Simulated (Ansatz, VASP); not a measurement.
**One calculation of TaMoAu, two programs**

Contents of INCAR:

```
ALGO = Normal
EDIFF = 1E-6
ENCUT = 520
GGA = PE
ISIF = 2
ISMEAR = 0
LASPH = True
LCHARG = True
LELF = True
LREAL = False
LVHAR = True
LWAVE = False
NBANDS = 25
NELM = 100
PREC = Accurate
SIGMA = 0.1
```

File KPOINTS:

```
k-points
0
Gamma
  4 4 4
```

Contents of POSCAR:

```
TaMoAu
1.0
    3.8620032500      0.0000000000      0.0000000000
    0.0000000000      3.8620032500      0.0000000000
    0.0000000000      0.0000000000      4.4107445600
Ta Mo Au
1 1 1
Direct
    0.5000000000      0.5000000000      0.5000000000
    0.0000000000      0.0000000000      0.5000000000
    0.0000000000      0.0000000000      0.0000000000
```

Input for Ansatz:

```yaml
crystal:
  lattice:
    - [3.86200325, 0.0, 0.0]
    - [0.0, 3.86200325, 0.0]
    - [0.0, 0.0, 4.41074456]
  atoms:
    - { symbol: Ta, position: [0.5, 0.5, 0.5] }
    - { symbol: Mo, position: [0.0, 0.0, 0.5] }
    - { symbol: Au, position: [0.0, 0.0, 0.0] }
basis:
  ecutwfc: 420
kpoints:
  mp_grid: { grid: [4, 4, 4] }
hamiltonian:
  xc: pbe
scf:
  occupations: { method: gaussian, width: 0.1 }
  lower_state_search: "off"
output:
  forces: true
  stress: true
  eigenvalues: true
```

Alike in both runs: task single point; functional PBE; k mesh 4 × 4 × 4; occupations gaussian, width 0.1 eV; no spin polarisation.

|  | VASP | Ansatz |
| --- | --- | --- |
| version | VASP 6.6.1 | Ansatz 0.2.0 |
| potentials or method | VASP PAW PBE potentials, release 64 (Ta_pv, Mo_sv, Au) | scalar-relativistic, plane waves, PAW |
| plane-wave cutoff (eV) | 520 | 420 |
| valence electrons in the cell | 36 | 46 |

VASP gave:

* gap on the k mesh at the Fermi level (eV): none
* pressure (GPa): 16.9
* largest component of the traceless stress (GPa): 52.11

Problem. Which values does Ansatz return?

Solution. gap on the k mesh at the Fermi level (eV): none; pressure (GPa): 16.5; largest component of the traceless stress (GPa): 51.54.

A gap of «none» marks a metal or a gap that the smearing closes. With one functional, cell and mesh, what is left measures potentials, basis and numerics. The two sets of potentials don't hold the same shells in valence.

Caveats: the k mesh is coarse (spacing up to 0.41 Å⁻¹), so the values aren't converged; so large a pressure means that the cell lies far from this level's equilibrium, or that cutoff or potentials fall short (VASP). The runs have no spin-orbit coupling, so splittings on Au, Ta are missing.
